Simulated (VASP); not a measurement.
Consider the following.

```yaml
crystal:
  lattice:
    - [-1.48585, 1.48585, 1.48585]
    - [1.48585, -1.48585, 1.48585]
    - [1.48585, 1.48585, -1.48585]
  atoms:
    - { symbol: V, position: [0.00000, 0.00000, 0.00000] }
```

Computed with TPSS meta-GGA, VASP's PBE PAW potentials (set 64) (plane waves; VASP 6.6.1). Settings: 520 eV cut-off, 17×17×17 Γ-centred mesh, first-order Methfessel-Paxton smearing of 0.10 eV, potentials V_sv.

Problem. The job: V (bcc), 1 atom, TPSS, static run, 520 eV, 17×17×17 Γ-centred mesh. Roughly how much core time does it take on a busy server core?

Solution. About 70 core-seconds (one run on a shared machine, a rough figure). It had 165 irreducible k-points, 10 bands, up to 370 plane waves and 19 electronic steps.

The compound is V in the bcc structure. It was relaxed first, which changed the volume by -6 %. The run is not spin-polarised, so no magnetic state was tried.
